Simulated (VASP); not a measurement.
OSZICAR of a VASP run on Os (space group P6_3/mmc):

File OSZICAR:
```
       N       E                     dE             d eps       ncg     rms          rms(c)
DAV:   1     0.613727072225E+02    0.61373E+02   -0.54013E+03  3072   0.815E+02
DAV:   2    -0.213134987594E+02   -0.82686E+02   -0.75021E+02  3864   0.323E+02
DAV:   3    -0.244638768099E+02   -0.31504E+01   -0.30698E+01  3416   0.566E+01
DAV:   4    -0.245014823120E+02   -0.37606E-01   -0.37565E-01  3576   0.589E+00
DAV:   5    -0.245020970958E+02   -0.61478E-03   -0.61475E-03  3464   0.584E-01    0.271E+01
DAV:   6    -0.234373501418E+02    0.10647E+01   -0.11018E+00  3232   0.906E+00    0.133E+01
DAV:   7    -0.231128994397E+02    0.32445E+00   -0.73672E-01  3440   0.724E+00    0.468E+00
DAV:   8    -0.231062642349E+02    0.66352E-02   -0.13318E-02  3504   0.109E+00    0.451E-01
DAV:   9    -0.231022807021E+02    0.39835E-02   -0.64176E-03  3096   0.842E-01    0.266E-01
DAV:  10    -0.231022905104E+02   -0.98083E-05   -0.65183E-05  3568   0.892E-02    0.224E-02
DAV:  11    -0.231022808454E+02    0.96650E-05   -0.19658E-06  3040   0.180E-02    0.195E-02
DAV:  12    -0.231022710339E+02    0.98115E-05   -0.12557E-06  2152   0.143E-02    0.102E-02
DAV:  13    -0.231022690505E+02    0.19834E-05   -0.38900E-07  1568   0.493E-03    0.190E-03
DAV:  14    -0.231022691758E+02   -0.12525E-06   -0.42472E-08  1584   0.301E-03
   1 F= -.23102269E+02 E0= -.23094479E+02  d E =-.155798E-01  mag=    -0.0000    -0.0000     0.0000
```

Q: Which electronic solver shows in the log?

A: It is blocked Davidson (ALGO = Normal, or the opening steps of other solvers). The INCAR had ALGO = Normal.

Q: How was spin treated?

A: With non-collinear spinors: mag has three components.

Q: Can the final energy be trusted as converged?

A: Self-consistency was reached. It stopped with EDIFF = 1E-6, NELM = 100 (PBE GGA with spin-orbit coupling, plane waves, VASP's PBE PAW potentials (set 64)).

The structure is a typed Os crystal (P6_3/mmc). The cell was not relaxed at this level. The run is one of a series of settings (GGA_COMPAT = .FALSE., LNONCOLLINEAR = .TRUE., LSORBIT = .TRUE., MAGMOM = 0.0 0.0 0.0 0.0 0.0 0.0, program vasp_ncl against the base run), some of them coarse on purpose.
